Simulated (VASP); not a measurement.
A convergence study with VASP on Lu (space group no. 194 when undisturbed): one setting is varied, all else stays as given below, so the limit is that of these other settings. One atom is moved off its site, so that forces are finite.

```yaml
crystal:
  lattice:
    - [1.74125, -3.01593, 0.00000]
    - [1.74125, 3.01593, 0.00000]
    - [0.00000, 0.00000, 5.52225]
  atoms:
    - { symbol: Lu, position: [0.33333, 0.66667, 0.25905] }
    - { symbol: Lu, position: [0.66667, 0.33333, 0.75000] }
```

All values below come from PBE GGA, VASP's PBE PAW potentials (set 64) (plane waves; VASP). The tightest run used: 300 eV cut-off, 21×21×12 Γ-centred mesh, Gaussian smearing of 0.10 eV, potentials Lu_3.

### Question
The settings run are 2×2×1 mesh; 2×2×2 mesh; 3×3×2 mesh; 4×4×2 mesh; 4×4×3 mesh; 5×5×3 mesh; 6×6×3 mesh; 6×6×4 mesh; 7×7×4 mesh; 8×8×4 mesh; 9×9×5 mesh; 10×10×6 mesh; 12×12×7 mesh; 13×13×7 mesh; 14×14×8 mesh; 16×16×9 mesh; 17×17×10 mesh; 19×19×11 mesh; 21×21×12 mesh. From which on does the stress (every component) stay within 0.2 GPa of the tightest run?

### Answer
From 12×12×7 mesh on: it is off by 0.03 there and by no more than 0.2 in any finer run, while 10×10×6 mesh is off by 0.27.
```json
[
 {"setting": "2×2×1 mesh", "E (eV/atom)": "-4.9960", "pressure (GPa)": "-9.20", "largest force (eV/Å)": "0.269", "irreducible k-points": "2", "difference judged (GPa)": "10.79"},
 {"setting": "2×2×2 mesh", "E (eV/atom)": "-4.9154", "pressure (GPa)": "-5.64", "largest force (eV/Å)": "0.218", "irreducible k-points": "4", "difference judged (GPa)": "7.57"},
 {"setting": "3×3×2 mesh", "E (eV/atom)": "-4.3691", "pressure (GPa)": "0.19", "largest force (eV/Å)": "0.249", "irreducible k-points": "6", "difference judged (GPa)": "1.76"},
 {"setting": "4×4×2 mesh", "E (eV/atom)": "-4.4337", "pressure (GPa)": "1.67", "largest force (eV/Å)": "0.159", "irreducible k-points": "8", "difference judged (GPa)": "2.21"},
 {"setting": "4×4×3 mesh", "E (eV/atom)": "-4.4245", "pressure (GPa)": "1.56", "largest force (eV/Å)": "0.225", "irreducible k-points": "9", "difference judged (GPa)": "2.38"},
 {"setting": "5×5×3 mesh", "E (eV/atom)": "-4.4176", "pressure (GPa)": "1.06", "largest force (eV/Å)": "0.240", "irreducible k-points": "12", "difference judged (GPa)": "0.79"},
 {"setting": "6×6×3 mesh", "E (eV/atom)": "-4.4510", "pressure (GPa)": "0.20", "largest force (eV/Å)": "0.211", "irreducible k-points": "17", "difference judged (GPa)": "0.77"},
 {"setting": "6×6×4 mesh", "E (eV/atom)": "-4.4588", "pressure (GPa)": "0.71", "largest force (eV/Å)": "0.234", "irreducible k-points": "24", "difference judged (GPa)": "0.53"},
 {"setting": "7×7×4 mesh", "E (eV/atom)": "-4.4545", "pressure (GPa)": "0.60", "largest force (eV/Å)": "0.205", "irreducible k-points": "28", "difference judged (GPa)": "0.30"},
 {"setting": "8×8×4 mesh", "E (eV/atom)": "-4.4496", "pressure (GPa)": "0.72", "largest force (eV/Å)": "0.220", "irreducible k-points": "35", "difference judged (GPa)": "0.02"},
 {"setting": "9×9×5 mesh", "E (eV/atom)": "-4.4471", "pressure (GPa)": "0.78", "largest force (eV/Å)": "0.218", "irreducible k-points": "50", "difference judged (GPa)": "0.20"},
 {"setting": "10×10×6 mesh", "E (eV/atom)": "-4.4484", "pressure (GPa)": "0.62", "largest force (eV/Å)": "0.228", "irreducible k-points": "72", "difference judged (GPa)": "0.27"},
 {"setting": "12×12×7 mesh", "E (eV/atom)": "-4.4478", "pressure (GPa)": "0.75", "largest force (eV/Å)": "0.221", "irreducible k-points": "112", "difference judged (GPa)": "0.03"},
 {"setting": "13×13×7 mesh", "E (eV/atom)": "-4.4467", "pressure (GPa)": "0.75", "largest force (eV/Å)": "0.223", "irreducible k-points": "126", "difference judged (GPa)": "0.04"},
 {"setting": "14×14×8 mesh", "E (eV/atom)": "-4.4483", "pressure (GPa)": "0.71", "largest force (eV/Å)": "0.221", "irreducible k-points": "168", "difference judged (GPa)": "0.02"},
 {"setting": "16×16×9 mesh", "E (eV/atom)": "-4.4479", "pressure (GPa)": "0.72", "largest force (eV/Å)": "0.221", "irreducible k-points": "234", "difference judged (GPa)": "0.00"},
 {"setting": "17×17×10 mesh", "E (eV/atom)": "-4.4478", "pressure (GPa)": "0.72", "largest force (eV/Å)": "0.221", "irreducible k-points": "294", "difference judged (GPa)": "0.02"},
 {"setting": "19×19×11 mesh", "E (eV/atom)": "-4.4479", "pressure (GPa)": "0.72", "largest force (eV/Å)": "0.221", "irreducible k-points": "390", "difference judged (GPa)": "0.00"},
 {"setting": "21×21×12 mesh", "E (eV/atom)": "-4.4477", "pressure (GPa)": "0.72", "largest force (eV/Å)": "0.222", "irreducible k-points": "521", "difference judged (GPa)": "0.00"}
]
```

Left out are rungs that failed or repeat a setting and relaxations that didn't move; long series are thinned to 24 rows.

The structure is a typed Lu crystal (space group no. 194). The cell was not relaxed at this level, it is distorted from the ideal structure.
